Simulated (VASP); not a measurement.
Data:

```
PbSnS2
1.0
    2.05569     1.18685     6.71759
   -2.05569     1.18685     6.71759
    0.00000    -2.37371     6.71759
Sn Pb S
1 1 2
Direct
  0.50000   0.50000   0.50000
  0.00000   0.00000   0.00000
  0.24719   0.24719   0.24719
  0.75281   0.75281   0.75281
```

The numbers are results of PBEsol GGA, VASP's PBE PAW potentials (set 64) (plane waves; VASP), not measurements. Settings: 400 eV cut-off, 7×7×7 Γ-centred mesh, tetrahedra with Blöchl corrections, potentials Sn_d Pb_d S.

The cores are frozen, which limits the accuracy of field gradients.

Task: Give the principal components of the electric field gradient (V/Å²) and the asymmetry η at each nucleus.

Result: 
```json
[
 {"atom": "Sn1", "Vxx": "0.2", "Vyy": "0.2", "Vzz": "-0.3", "η": "-"},
 {"atom": "Pb2", "Vxx": "5.4", "Vyy": "5.4", "Vzz": "-10.8", "η": "0.00"},
 {"atom": "S3", "Vxx": "-0.1", "Vyy": "-0.1", "Vzz": "0.2", "η": "-"},
 {"atom": "S4", "Vxx": "-0.1", "Vyy": "-0.1", "Vzz": "0.2", "η": "-"}
]
```

The structure comes from a computed database's SnPbS2 entry (R-3m); how it stands against other phases isn't given here. It was relaxed first, which changed the volume by -6 %.
